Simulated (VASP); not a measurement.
Energy against volume of Mg (hcp). All values below come from revPBE GGA, VASP's PBE PAW potentials (set 64) (plane waves; VASP). Settings: 520 eV cut-off, 13×13×7 Γ-centred mesh, first-order Methfessel-Paxton smearing of 0.10 eV, potentials Mg.

Shape and ions are relaxed at each volume.

| V (Å³/atom) | E (eV/atom) |
|---|---|
| 22.736 | -1.35334 |
| 23.439 | -1.35564 |
| 24.143 | -1.35341 |
| 24.846 | -1.34732 |

**Question.** Fit these four points and predict the energy of the run at 22.033 Å³/atom.

**Answer.** A cubic in V^(−2/3), the third-order Birch-Murnaghan form, passes through the four points with V0 = 23.43 Å³/atom and B0 = 34 GPa, and gives -1.3457 eV/atom there. The run gave -1.3457 eV/atom, +0.0 meV/atom from the fit; all five points give B0 = 34 GPa.

The compound is Mg in the hcp structure. It was relaxed first.
